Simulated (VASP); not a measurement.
```yaml
crystal:
  lattice:
    - [-2.54043, 2.54043, 2.54043]
    - [2.54043, -2.54043, 2.54043]
    - [2.54043, 2.54043, -2.54043]
  atoms:
    - { symbol: Ba, position: [0.00000, 0.00000, 0.00000] }
```

Method: r2SCAN meta-GGA, VASP's PBE PAW potentials (set 64) (plane waves; VASP). Run with 520 eV cut-off, 11×11×11 Γ-centred mesh, tetrahedra with Blöchl corrections, potentials Ba_sv.

Unless said otherwise, spin-orbit coupling is left out, though it shifts the bands of the heavy elements here.

### Question
Predict the energy per atom (σ→0), band gap (over mesh and band path) with the smallest direct gap where there is one.

### Answer

```json
{
 "band gap (over mesh and band path)": "none (metal, semimetal or under 0.01 eV)",
 "energy per atom (σ→0)": "-26434 meV/atom"
}
```

Total energies compare only between runs with the same potentials, cut-off and functional.

The compound is Ba in the bcc structure. It was relaxed first.
